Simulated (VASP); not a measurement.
Data:

```
ZnO
1.0
    1.61884    -2.80392     0.00000
    1.61884     2.80392     0.00000
    0.00000     0.00000     5.22493
Zn O
2 2
Cartesian
  1.61884  -0.93464   2.61994
  1.61884   0.93464   0.00748
  1.61884  -0.93464   4.60091
  1.61884   0.93464   1.98845
```

Calculation: PBEsol GGA, VASP's PBE PAW potentials (set 64) (plane waves; VASP). Run with 520 eV cut-off, Gaussian smearing of 0.050 eV, potentials Zn O.

**Question.** Give the energies of bands 7 to 20 at the high-symmetry points, in eV from the valence-band maximum.

**Answer.** 
```json
[
 {"band": "7", "Γ": "-5.54", "M": "-5.08", "K": "-4.75", "A": "-5.66", "L": "-5.19", "H": "-4.97"},
 {"band": "8", "Γ": "-5.54", "M": "-4.93", "K": "-4.75", "A": "-5.66", "L": "-5.19", "H": "-4.97"},
 {"band": "9", "Γ": "-4.52", "M": "-4.49", "K": "-4.60", "A": "-4.39", "L": "-4.32", "H": "-4.52"},
 {"band": "10", "Γ": "-4.52", "M": "-4.34", "K": "-4.46", "A": "-4.39", "L": "-4.32", "H": "-4.52"},
 {"band": "11", "Γ": "-4.31", "M": "-4.26", "K": "-4.45", "A": "-4.39", "L": "-4.23", "H": "-3.98"},
 {"band": "12", "Γ": "-4.31", "M": "-4.18", "K": "-4.45", "A": "-4.39", "L": "-4.23", "H": "-3.98"},
 {"band": "13", "Γ": "-4.03", "M": "-3.73", "K": "-3.78", "A": "-2.27", "L": "-3.78", "H": "-3.73"},
 {"band": "14", "Γ": "-0.80", "M": "-3.59", "K": "-3.54", "A": "-2.27", "L": "-3.78", "H": "-3.73"},
 {"band": "15", "Γ": "-0.80", "M": "-2.86", "K": "-3.54", "A": "-0.40", "L": "-1.53", "H": "-2.73"},
 {"band": "16", "Γ": "-0.09", "M": "-2.30", "K": "-1.95", "A": "-0.40", "L": "-1.53", "H": "-2.73"},
 {"band": "17", "Γ": "0.00", "M": "-1.32", "K": "-1.95", "A": "-0.40", "L": "-1.40", "H": "-1.27"},
 {"band": "18", "Γ": "0.00", "M": "-0.85", "K": "-1.76", "A": "-0.40", "L": "-1.40", "H": "-1.27"},
 {"band": "19", "Γ": "0.68", "M": "5.70", "K": "7.48", "A": "3.36", "L": "5.57", "H": "7.86"},
 {"band": "20", "Γ": "5.13", "M": "6.71", "K": "7.65", "A": "3.36", "L": "5.57", "H": "7.86"}
]
```

The gap is direct, 0.68 eV, from the valence maximum at Γ to the conduction minimum at Γ.

Measured: gap 3.60 eV (computed value off by -2.92 eV), as given by Wei Chen et al., Physical Review Materials (2018), doi:10.1103/physrevmaterials.2.073803 [zero-point renormalisation of 0.16 eV added back (the table's ZPR column)].

The compound is ZnO in the wurtzite structure. It was relaxed first.
